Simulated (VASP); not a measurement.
Output of a VASP run:

OSZICAR:
```
       N       E                     dE             d eps       ncg     rms          rms(c)
DAV:   1     0.172704500501E+03    0.17270E+03   -0.12446E+04  1800   0.127E+03
DAV:   2     0.394079630927E+01   -0.16876E+03   -0.16704E+03  2664   0.234E+02
DAV:   3    -0.538633324942E+01   -0.93271E+01   -0.92276E+01  1994   0.647E+01
DAV:   4    -0.552151316638E+01   -0.13518E+00   -0.13502E+00  2158   0.921E+00
DAV:   5    -0.552390504358E+01   -0.23919E-02   -0.23913E-02  1960   0.120E+00    0.126E+01
DAV:   6    -0.549311023134E+01    0.30795E-01   -0.21955E-01  2104   0.207E+00    0.768E+00
DAV:   7    -0.562348309530E+01   -0.13037E+00   -0.17756E+00  2548   0.502E+00    0.232E+00
DAV:   8    -0.548133821542E+01    0.14214E+00   -0.11114E+00  2616   0.404E+00    0.455E-01
DAV:   9    -0.548221710133E+01   -0.87889E-03   -0.32228E-02  1926   0.117E+00    0.335E-01
DAV:  10    -0.548160120020E+01    0.61590E-03   -0.46677E-03  2006   0.362E-01    0.224E-01
DAV:  11    -0.548142677294E+01    0.17443E-03   -0.17372E-03  2194   0.198E-01    0.121E-01
DAV:  12    -0.548134642184E+01    0.80351E-04   -0.73078E-04  2186   0.127E-01    0.533E-02
DAV:  13    -0.548134681501E+01   -0.39317E-06   -0.64126E-05  1918   0.491E-02    0.314E-02
DAV:  14    -0.548134662521E+01    0.18980E-06   -0.38898E-06  1966   0.126E-02    0.236E-02
DAV:  15    -0.548134605613E+01    0.56907E-06   -0.22102E-06  1964   0.111E-02    0.925E-03
DAV:  16    -0.548134619673E+01   -0.14060E-06   -0.83443E-07  1874   0.581E-03    0.299E-03
DAV:  17    -0.548134622018E+01   -0.23447E-07   -0.12641E-07  1074   0.213E-03
   1 F= -.54813462E+01 E0= -.54815431E+01  d E =0.590753E-03
```

**OUTCAR**
```
------------------------ aborting loop because EDIFF is reached ----------------------------------------
  FORCE on cell =-STRESS in cart. coord.  units (eV):
  Direction    XX          YY          ZZ          XY          YZ          ZX
  --------------------------------------------------------------------------------------
  Total       -0.0377021     -0.0377021      0.0257229      0.0000000      0.0000000      0.0000000
  in kB       -0.7187434     -0.7187437      0.4903747      0.0000000      0.0000000      0.0000000
  external PRESSURE =      -0.3157041 kB  Pullay stress =       0.0000000 kB
  volume of cell :       84.04
      direct lattice vectors                 reciprocal lattice vectors
     3.598846505  0.000000000  0.000000000     0.277866811  0.160426445  0.000000000
    -1.799423253  3.116693132  0.000000000     0.000000000  0.320852890  0.000000000
     0.000000000  0.000000000  7.492809790     0.000000000  0.000000000  0.133461282
 POSITION                                       TOTAL-FORCE (eV/Angst)
 -----------------------------------------------------------------------------------
      0.00000      0.00000      0.00000        -0.000000     -0.000000      0.144214
      0.00000      0.00000      3.74640         0.000000     -0.000000      0.164510
     -0.00000      2.07780      1.92320        -0.000000     -0.000000     -0.249913
      1.79943      1.03890      5.61961         0.000000      0.000000     -0.058810
 -----------------------------------------------------------------------------------
    total drift:                               -0.000000     -0.000000     -0.000063
  FREE ENERGIE OF THE ION-ELECTRON SYSTEM (eV)
  ---------------------------------------------------
  free  energy   TOTEN  =        -5.4813462202 eV

  energy  without entropy=       -5.4819369730  energy(sigma->0) =       -5.48154314
```
(Selected blocks of OUTCAR.)

File POSCAR:
```
Cl
1
    3.5988465054     0.0000000000     0.0000000000
   -1.7994232527     3.1166931318    -0.0000000000
    0.0000000000     0.0000000000     7.4928097900
Cl
4
Direct
  0.0000000000   0.0000000000   0.0000000000
  0.0000000000   0.0000000000   0.5000000000
  0.3333330000   0.6666670000   0.2566730641
  0.6666670000   0.3333330000   0.7500000000
```

**Question.** Write an INCAR and KPOINTS that could have produced this output.

**Answer.** One answer among several that fit: the input of the run itself, PBEsol GGA, plane waves, VASP's PBE PAW potentials (set 64).

**INCAR**
```
# general
SYSTEM=Cl
PREC  =Accurate
ENCUT =480   # plane-wave cut-off (eV)
LREAL =.False.   # projection in real space or not
LASPH =.True.

# electronic loop
EDIFF =1E-7   # SCF stop (eV)
NELM  =100   # most electronic steps
ALGO  =Normal   # blocked Davidson

# smearing
ISMEAR=1
SIGMA =0.1

# functional
GGA   =PS

# ions
ISIF  =2   # forces and stress, cell fixed

# output
LWAVE =.False.
LCHARG=.False.
```

File KPOINTS:
```
Automatic
0
Gamma
  10 10 4
0 0 0
```

POTCAR, in this order: Cl (PBE.64 set). Program: vasp_std.

The structure was generated: Cl was put into the dhcp type (P6_3/mmc), which need not be its known phase. This cell was strained or had an atom moved on purpose.
